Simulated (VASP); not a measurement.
Input of a VASP 6.6.1 run:

File INCAR:

```
  PREC = Accurate
  ENCUT = 520
  EDIFF = 1E-6
  ISMEAR = 1
  SIGMA = 0.2
  LREAL = F
  LASPH = T
  NELM = 60
  ALGO = Normal
  ISIF = 2
  LWAVE = F
  LCHARG = F
  IBRION = 2
  NSW = 40
  EDIFFG = -0.01
```

File KPOINTS:

```
Automatic mesh
0
Gamma
  11 11 7
```

Contents of POSCAR:

```
BeAl
1.0
    2.7158600000      0.0000000000      0.0000000000
   -1.3579300000      2.3520000000      0.0000000000
    0.0000000000      0.0000000000      4.0190700000
Be Al
1 1
Direct
    0.0000000000      0.0000000000      0.0000000000
    0.3333300000      0.6666700000      0.5000000000
```

Potentials or basis: VASP PAW LDA potentials, release 64 (Be, Al).

The run is started by

```sh
$ cat potpaw_LDA.64/Be/POTCAR potpaw_LDA.64/Al/POTCAR > POTCAR
$ mpirun -np 1 vasp_std > vasp.out
```

Estimate the band gap on the k mesh.

none (metal or under the smearing width).

Stress tensor (GPa, compression positive):
```
-3.39  0.00  0.00
 0.00 -3.39  0.00
 0.00  0.00 -4.78
```

Caveat: the relaxation stopped at its first step, so nothing moved.
